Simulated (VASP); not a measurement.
## TaAgS2: single point with PBE

Crystal: TaAgS2.

```
Ta Ag S
1.0
     4.62026    0.00000    0.00000
    -2.31013    4.00126    0.00000
     0.00000    0.00000    5.24766
Ta Ag S
1 1 2
Direct
  0.00000 0.00000 0.00000
  0.00000 0.00000 0.50000
  0.33333 0.66667 0.50000
  0.66667 0.33333 0.50000
```

The cell was built by a generator and needn't be a form met in nature.

The cell isn't the ideal one: random cell by space group and Wyckoff sites (P6/mmm, No. 191).

- Program: VASP 6.6.1
- Task: single point
- Functional: PBE
- Potentials or basis: VASP PAW PBE potentials, release 64 (Ta_pv, Ag, S)
- Cutoff: 520 eV
- k mesh: 6 × 6 × 4
- Occupations: gaussian, width 0.1 eV
- Spin: no spin polarisation

```json
{
 "Pressure": "-0.2 GPa",
 "Band gap on the k mesh": "none (metal or under the smearing width)"
}
```

Stress tensor (GPa, compression positive):
```
-0.28  0.00  0.00
 0.00 -0.28  0.00
 0.00  0.00  0.00
```

Levels at points of the mesh, in eV from the Fermi level:
| k point | band 13 | band 14 | band 15 | band 16 | band 17 | band 18 | band 19 | band 20 | band 21 | band 22 |
| --- | --- | --- | --- | --- | --- | --- | --- | --- | --- | --- |
| (0.00, 0.00, 0.00) | -2.33 | -2.26 | -1.94 | -1.94 | -0.65 | -0.58 | 0.02 | 0.02 | 0.67 | 0.67 |
| (0.50, 0.00, 0.00) | -2.43 | -2.12 | -0.83 | -0.56 | 0.44 | 0.54 | 0.60 | 1.01 | 1.15 | 1.52 |
| (0.00, 0.00, 0.50) | -2.36 | -2.28 | -2.28 | -0.91 | -0.74 | -0.25 | -0.25 | 0.26 | 0.81 | 0.81 |
| (0.50, 0.00, 0.50) | -3.36 | -2.76 | -1.30 | -0.87 | 0.12 | 0.14 | 0.27 | 0.46 | 0.56 | 1.75 |

Run time: 39 s on 1 thread of Intel(R) Xeon(R) Platinum 8488C (Sapphire Rapids), with other jobs on the host, peak memory 0.24 GiB.

Spin-orbit coupling is left out, which matters for the levels of Ta.
